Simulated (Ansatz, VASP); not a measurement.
# Al3Ga5N8 (alloy, x = 0.625, one random ordering in a cell of 16 atoms (invented)) in two plane-wave programs, part 3 of 3

Aim: how closely do two programs agree when they are given the same cell, functional and k mesh? The cell is generated by rule, not measured, and may not be a known phase. The cell is taken from a series of runs on this material, whose earlier steps may have relaxed, scaled, displaced or heated it; both programs get it as it stands.

VASP 6.6.1 and Ansatz 0.2.0.

So far: The starting structure; Ansatz: relaxation of cell and atoms, r2SCAN, pair 1; VASP: relaxation of cell and atoms, r2SCAN, pair 1; Differences; VASP: relaxation of cell and atoms, r2SCAN, pair 2.

## 6. Ansatz: relaxation of cell and atoms, r2SCAN, pair 2

Level of this step: Ansatz beside VASP: Kohn-Sham DFT, plane waves, r2SCAN (Ansatz).

The same cell, functional and mesh now go to Ansatz.

The cell is taken from a series of runs on this material, whose earlier steps may have relaxed, scaled, displaced or heated it; both programs get it as it stands.

Input file input.yaml:

```yaml
crystal:
  lattice:
    - [-3.1480027504, 3.1480027504, 4.4444746307]
    - [3.1480027504, -3.1480027504, 4.4444746307]
    - [3.1480027504, 3.1480027504, -4.4444746307]
  atoms:
    - { symbol: Ga, position: [0.250171215, 0.250171215, 0.5003424299] }
    - { symbol: Ga, position: [0.250171215, 0.749828785, 0.0] }
    - { symbol: Al, position: [0.25, 0.75, 0.5] }
    - { symbol: Al, position: [0.2503900735, 0.2503900735, 0.0] }
    - { symbol: Al, position: [0.7496099265, 0.7496099265, 0.0] }
    - { symbol: Ga, position: [0.75, 0.25, 0.5] }
    - { symbol: Ga, position: [0.749828785, 0.250171215, 0.0] }
    - { symbol: Ga, position: [0.749828785, 0.749828785, 0.4996575701] }
    - { symbol: "N", position: [0.3804071861, 0.6303461049, 0.7500610813] }
    - { symbol: "N", position: [0.3724372437, 0.1277711215, 0.2446661222] }
    - { symbol: "N", position: [0.3696538951, 0.1197149764, 0.7500610813] }
    - { symbol: "N", position: [0.3696538951, 0.6195928139, 0.2499389187] }
    - { symbol: "N", position: [0.8722288785, 0.1168950008, 0.2446661222] }
    - { symbol: "N", position: [0.8722288785, 0.6275627563, 0.7553338778] }
    - { symbol: "N", position: [0.8802850236, 0.6303461049, 0.2499389187] }
    - { symbol: "N", position: [0.8831049992, 0.1277711215, 0.7553338778] }
kpoints:
  mp_grid: { grid: [4, 4, 4] }
hamiltonian:
  xc: r2scan
  pseudopotentials: { kind: paw, azcp: { folder: soft_1 } }
scf:
  occupations: { method: fixed }
output:
  forces: true
  stress: true
  eigenvalues: true
basis:
  ecutwfc: 600.0
relax:
  adjacent_minimum: "off"
  f_tol: 0.001
  max_steps: 60
  cell: { stress_tol: 0.01 }
```

Launch:

```
$ ansatz run input.yaml --threads 4 --pin off --max-ram 10240MiB --backend cpu --events-out ev --progress --plain --runs-dir out
```

Numbers of over 12 decimals in the logs are rounded to 6 here.

What it wrote:

```text
[...]
Crystal: 16 atoms, lattice volume = 176.178 Å³
Basis set: ecut = 600 eV, 5961 PW (Γ), exchange–correlation on 216×216×216 points (64 copies of the dense FFT grid, shifted against one another)
Bands: 73, of which v1, the nominal top of the filled ones, is band 57 counted from 1 (56 counted from 0)
Symmetry: 8 space group operations
[...]
- { symbol: N, position: [0.380422, 0.630356, 0.750066] }
    - { symbol: N, position: [0.372438, 0.127767, 0.244671] }
    - { symbol: N, position: [0.369644, 0.119711, 0.750066] }
    - { symbol: N, position: [0.369644, 0.619578, 0.249934] }
    - { symbol: N, position: [0.872233, 0.116903, 0.244671] }
    - { symbol: N, position: [0.872233, 0.627562, 0.755329] }
    - { symbol: N, position: [0.880289, 0.630356, 0.249934] }
    - { symbol: N, position: [0.883097, 0.127767, 0.755329] }
[key lines of the parts left out:]
SCF converged after 4 iterations
Free energy (F): -23667.186356 eV
Fermi energy:    8.498118 eV
P = ⅓ Tr σ = -0.0012 GPa (-0.012 kbar)
```

## 7. Side by side

What differs besides the data sets and the points named for the pairs above, as far as they apply: fixed occupations in Ansatz, narrow Gaussian smearing in VASP. Total energies have different zeros and are not compared.

Both answers:

```csv
quantity,Ansatz,VASP,difference
volume (Å³),176.17,176.63,-0.26 %
"edge a after relaxation, in the typed setting (Å)",6.291,6.296,-0.09 %
```

## 8. Ansatz: relaxation of cell and atoms, r2SCAN, pair 3

The relaxed volume is the usual yardstick between codes: in a stiff, nearly cubic crystal its relative difference is about their pressure difference at one cell divided by the bulk modulus.

The cell is taken from a series of runs on this material, whose earlier steps may have relaxed, scaled, displaced or heated it; both programs get it as it stands.

Input file input.yaml:

```yaml
crystal:
  lattice:
    - [-3.150161, 3.150161, 4.455]
    - [3.150161, -3.150161, 4.455]
    - [3.150161, 3.150161, -4.455]
  atoms:
    - { symbol: Ga, position: [0.25, 0.25, 0.5] }
    - { symbol: Ga, position: [0.25, 0.75, 0.0] }
    - { symbol: Al, position: [0.25, 0.75, 0.5] }
    - { symbol: Al, position: [0.25, 0.25, 0.0] }
    - { symbol: Al, position: [0.75, 0.75, 0.0] }
    - { symbol: Ga, position: [0.75, 0.25, 0.5] }
    - { symbol: Ga, position: [0.75, 0.25, 0.0] }
    - { symbol: Ga, position: [0.75, 0.75, 0.5] }
    - { symbol: "N", position: [0.375, 0.625, 0.75] }
    - { symbol: "N", position: [0.375, 0.125, 0.25] }
    - { symbol: "N", position: [0.375, 0.125, 0.75] }
    - { symbol: "N", position: [0.375, 0.625, 0.25] }
    - { symbol: "N", position: [0.875, 0.125, 0.25] }
    - { symbol: "N", position: [0.875, 0.625, 0.75] }
    - { symbol: "N", position: [0.875, 0.625, 0.25] }
    - { symbol: "N", position: [0.875, 0.125, 0.75] }
kpoints:
  mp_grid: { grid: [4, 4, 4] }
hamiltonian:
  xc: r2scan
  pseudopotentials: { kind: paw, azcp: { folder: soft_1 } }
scf:
  occupations: { method: gaussian, width: 0.1 }
output:
  forces: true
  stress: true
  eigenvalues: true
basis:
  ecutwfc: 600.0
relax:
  adjacent_minimum: "off"
  f_tol: 0.05
  max_steps: 80
  cell: { stress_tol: 0.5 }
```

What it wrote:

```text
[...]
Crystal: 16 atoms, lattice volume = 176.837 Å³
Basis set: ecut = 600 eV, 5961 PW (Γ), exchange–correlation on 216×216×216 points (64 copies of the dense FFT grid, shifted against one another)
Bands: 73, of which v1, the nominal top of the filled ones, is band 57 counted from 1 (56 counted from 0)
Symmetry: 8 space group operations
[...]
- { symbol: N, position: [0.380406, 0.630348, 0.750058] }
    - { symbol: N, position: [0.372430, 0.127767, 0.244663] }
    - { symbol: N, position: [0.369652, 0.119711, 0.750058] }
    - { symbol: N, position: [0.369652, 0.619594, 0.249942] }
    - { symbol: N, position: [0.872233, 0.116896, 0.244663] }
    - { symbol: N, position: [0.872233, 0.627570, 0.755337] }
    - { symbol: N, position: [0.880289, 0.630348, 0.249942] }
    - { symbol: N, position: [0.883104, 0.127767, 0.755337] }
[key lines of the parts left out:]
SCF converged after 3 iterations
Free energy (F): -23667.186347 eV
Fermi energy:    10.025283 eV
P = ⅓ Tr σ = -0.0185 GPa (-0.185 kbar)
```

## 9. VASP: relaxation of cell and atoms, r2SCAN, pair 3

The same cell, functional, mesh and smearing now go to VASP, with its own data sets.

Input file INCAR:

```
SYSTEM = Al3Ga5N8
PREC = Accurate
ENCUT = 660
EDIFF = 1E-07
NELM = 120
ISMEAR = 0
SIGMA = 0.1
LREAL = .FALSE.
ALGO = Normal
METAGGA = R2SCAN
LASPH = .TRUE.
NBANDS = 73
LORBIT = 11
LWAVE = .FALSE.
LCHARG = .FALSE.
ISIF = 3
IBRION = 2
NSW = 80
EDIFFG = -0.005
GGA_COMPAT = .FALSE.
NELMIN = 4
EFERMI = MIDGAP
LMIXTAU = .TRUE.
KPAR = 4
```

Input file POSCAR:

```
Al3Ga5N8
1.0
   -3.1501610000      3.1501610000      4.4550000000
    3.1501610000     -3.1501610000      4.4550000000
    3.1501610000      3.1501610000     -4.4550000000
Ga Al N
5 3 8
Direct
    0.2500000397      0.2500000397      0.5000000794
    0.2500000397      0.7499999603      0.0000000000
    0.7500000000      0.2500000000      0.5000000000
    0.7499999603      0.2500000397      0.0000000000
    0.7499999603      0.7499999603      0.4999999206
    0.2500000000      0.7500000000      0.5000000000
    0.2500000000      0.2500000000      0.0000000000
    0.7500000000      0.7500000000      0.0000000000
    0.3750000000      0.6250000000      0.7500000000
    0.3749999603      0.1250000000      0.2499999603
    0.3750000000      0.1250000000      0.7500000000
    0.3750000000      0.6250000000      0.2500000000
    0.8750000000      0.1249999603      0.2499999603
    0.8750000000      0.6250000397      0.7500000397
    0.8750000000      0.6250000000      0.2500000000
    0.8750000397      0.1250000000      0.7500000397
```

Input file KPOINTS:

```
Automatic mesh
0
Gamma
4 4 4
0 0 0
```

PAW data sets: Ga_d, Al and N (PBE family, release 64).

Launch:

```
$ mpirun -np 4 vasp_std
```

What it wrote:

```text
[... set-up lines as in an earlier step ...]
 entering main loop
       N       E                     dE             d eps       ncg     rms          rms(c)
DAV:   1     0.159022408658E+04    0.15902E+04   -0.56743E+04  2203   0.302E+03
DAV:   2     0.231275670310E+03   -0.13589E+04   -0.12573E+04  1898   0.888E+02
DAV:   3    -0.160980510414E+03   -0.39226E+03   -0.37158E+03  2298   0.288E+02
DAV:   4    -0.201689644492E+03   -0.40709E+02   -0.40053E+02  2228   0.963E+01
[...]
DAV:  30    -0.166761114593E+03   -0.39451E-06   -0.34208E-08  1028   0.491E-03    0.110E-03
DAV:  31    -0.166761114733E+03   -0.13967E-06   -0.44805E-08  1012   0.325E-03    0.479E-04
DAV:  32    -0.166761114680E+03    0.52360E-07   -0.29078E-08  1012   0.185E-03
   1 F= -.16676111E+03 E0= -.16676111E+03  d E =-.166761E+03
[... from here on, the cycles between the ionic steps are left out ...]
   2 F= -.16698316E+03 E0= -.16698316E+03  d E =-.222042E+00
   3 F= -.16699574E+03 E0= -.16699574E+03  d E =-.234630E+00
   4 F= -.16699565E+03 E0= -.16699565E+03  d E =-.234533E+00
   5 F= -.16699583E+03 E0= -.16699583E+03  d E =-.182266E-03
   6 F= -.16699654E+03 E0= -.16699654E+03  d E =-.889863E-03
   7 F= -.16699671E+03 E0= -.16699671E+03  d E =-.174083E-03
 trial-energy change:   -0.000174  1 .order   -0.000141   -0.000294    0.000012
 step:   0.8548(harm=  0.8418)  dis= 0.00121  next Energy=  -166.996712 (dE=-0.174E-03)
 reached required accuracy - stopping structural energy minimisation
```

OUTCAR, selected parts (step 9):

```text
  Total        0.0339854      0.0339854     -0.0482506      0.0000000      0.0000000      0.0000000
  in kB        0.3083111      0.3083111     -0.4377236      0.0000000      0.0000000      0.0000000
  external PRESSURE =       0.0596329 kB  Pullay stress =       0.0000000 kB

 POSITION                                       TOTAL-FORCE (eV/Angst)
 -----------------------------------------------------------------------------------
      1.57638      1.57638     -0.00000        -0.002440     -0.002440      0.000000
      4.72359      1.57638     -0.00000         0.002440     -0.002440      0.000000
      0.00000      3.14998      2.22488         0.000000      0.000000      0.000000
     -1.57360      1.57360      4.44976        -0.002440      0.002440      0.000000
      1.57360      1.57360      4.44976         0.002440      0.002440     -0.000000
      3.14998      0.00000      2.22488         0.000000      0.000000      0.000000
      3.14998      3.14998     -2.22179         0.000000      0.000000     -0.004138
      3.14998      3.14998      2.22179         0.000000      0.000000      0.004138
      3.14998      1.57576      1.16377         0.000000     -0.001836      0.002111
     -0.00000      1.53928      1.13843         0.000000     -0.003816      0.002123
      1.57576      3.14998     -1.16377        -0.001836      0.000000     -0.002111
      1.57423      0.00000      3.28599         0.001836      0.000000     -0.002111
     -1.61070      3.14998      3.31133        -0.003816     -0.000000     -0.002123
      1.61070      3.14998      3.31133         0.003816      0.000000     -0.002123
     -0.00000      1.57423      5.61353         0.000000      0.001836      0.002111
      0.00000      4.76068      1.13843         0.000000      0.003816      0.002123
 -----------------------------------------------------------------------------------
    total drift:                                0.000004     -0.000004      0.000000

  FREE ENERGIE OF THE ION-ELECTRON SYSTEM (eV)
  ---------------------------------------------------
  free  energy   TOTEN  =      -166.9967115549 eV

  energy  without entropy=     -166.9967115549  energy(sigma->0) =     -166.99671155

[... 2 parts as in an earlier step ...]

[... 2 further parts left out ...]
[key lines of the parts left out:]
E-fermi :   6.8150
```

## 10. Differences

Both answers:

```csv
quantity,Ansatz,VASP,difference
volume (Å³),176.19,176.61,-0.24 %
"edge a after relaxation, in the typed setting (Å)",6.291,6.296,-0.09 %
```

## 11. What came out

| Property | Result |
| --- | --- |
| difference in volume (relaxation of cell and atoms, r2SCAN, pair 1) | -0.26 % |
| difference in volume (relaxation of cell and atoms, r2SCAN, pair 2) | -0.26 % |
| difference in volume (relaxation of cell and atoms, r2SCAN, pair 3) | -0.24 % |

What this shows: The difference in volume is -0.26 % (relaxation of cell and atoms, r2SCAN, pair 2), within the 1.2 % picked in this series as the mark of a large difference, as far as the stopping tolerances let one tell. Such differences can come from data sets, numerical settings and the points named under the comparisons, not from the functional's error against experiment.

[Lines on the potential files, build, host, timing and source positions are cut from VASP's logs without a mark.]

[Logs are printed without paths, hosts, clocks, repeated set-up lines and the standing remarks that a program may print on its own settings, such as how far it seeks lower states.]

[Hosts, paths, dates, database ids (printed as entryN), source tags and the programs' standing remarks are cut or masked in the printed files.]
